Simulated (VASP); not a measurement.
Here is the system:

```
CELL_PARAMETERS angstrom
      1.52766    -2.60274     0.00000
      1.52766     2.60274     0.00000
      0.00000     0.00000     3.17896
ATOMIC_POSITIONS crystal
  Ti 0.00000 0.00000 0.00000
  B  0.33333 0.66667 0.50000
  B  0.68553 0.35219 0.50000
```

These are PBE GGA + U (Dudarev), VASP's PBE PAW potentials (set 64) (plane waves; VASP) values and carry that method's errors. Settings: 520 eV cut-off, 10×10×9 Γ-centred mesh, first-order Methfessel-Paxton smearing of 0.10 eV, potentials Ti_sv B, U − J: Ti 6.00 eV.

### Question
Give the force on each atom (eV/Å).

### Answer

| atom | Fx | Fy | Fz |
|---|---|---|---|
| Ti1 | 0.462 | 0.015 | 0.000 |
| B2 | 0.608 | -0.030 | 0.000 |
| B3 | -1.070 | 0.015 | 0.000 |

### Question
Give the stress tensor in GPa (positive for a compressed cell).

### Answer

```
 8.87  -0.45   0.00
-0.45  17.97   0.00
 0.00   0.00  24.68
```
The pressure is its mean diagonal, 17.17 GPa.

The compound is TiB2 in the AlB2 type structure. The cell was not relaxed at this level, atoms are displaced from their ideal sites. The run is one of a series of settings (LDAU = .TRUE., LDAUJ = 0 0, LDAUL = 2 -1, LDAUTYPE = 2, LDAUU = 6.0 0 against the base run), some of them coarse on purpose.
